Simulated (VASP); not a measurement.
An input for Quantum ESPRESSO's pw.x (written as the equivalent of a VASP run, and not itself run):

```
&CONTROL
  calculation = 'scf'
  pseudo_dir = './pseudo'
  outdir = './out'
  tprnfor = .true.
  tstress = .true.
/
&SYSTEM
  ibrav = 0
  nat = 2
  ntyp = 1
  ecutwfc = 70
  occupations = 'smearing'
  smearing = 'fermi-dirac'
  degauss = 0.009996
  input_dft = 'pbe'
/
&ELECTRONS
  conv_thr = 7.3e-08
  electron_maxstep = 100
/
ATOMIC_SPECIES
  In 114.818 In.upf
CELL_PARAMETERS angstrom
    -2.8261340    2.8261340    1.5419720
     2.8261340   -2.8261340    1.5419720
     2.8261340    2.8261340   -1.5419720
ATOMIC_POSITIONS crystal
  In   0.7500000  0.2500000  0.5000000
  In   0.0000000  0.0000000  0.0000000
K_POINTS automatic
  9 9 9 0 0 0
```

Q: Write the VASP files for the same calculation (PBE).

A: One answer among several that fit: 
INCAR:
```
ALGO = Normal
ISIF = 2   ! forces and stress, cell fixed
ENCUT = 300   ! plane-wave cut-off (eV)
LMAXMIX = 4   ! l cut-off of mixed one-centre charges
SIGMA = 0.136   ! width (eV)
SYSTEM = In
LREAL = .False.   ! projection in real space or not
EDIFF = 1E-6
ISMEAR = -1
PREC = Accurate
LWAVE = .False.
LASPH = .True.
LCHARG = .False.
NELM = 100   ! most electronic steps
GGA = PE   ! PBE
```

File POSCAR:
```
In
1
   -2.8261340000     2.8261340000     1.5419720000
    2.8261340000    -2.8261340000     1.5419720000
    2.8261340000     2.8261340000    -1.5419720000
In
2
Direct
  0.7500000000   0.2500000000   0.5000000000
  0.0000000000   0.0000000000   0.0000000000
```

File KPOINTS:
```
Regular mesh
0
Gamma
  9 9 9
```

POTCAR, in this order: In_d (PBE.64 set). Program: vasp_std.

Limits of the translation: the potentials are each code's own (VASP's PAW set, PseudoDojo norm-conserving files in pw.x), so ENCUT and ecutwfc are chosen apart and not converted; conv_thr bounds pw.x's estimated SCF error, while EDIFF bounds the energy change between steps.

The structure was generated: In was put into an ordered model structure, which need not be its known phase. The cell was not relaxed at this level, and its volume differs by -5.9 % from the start's.
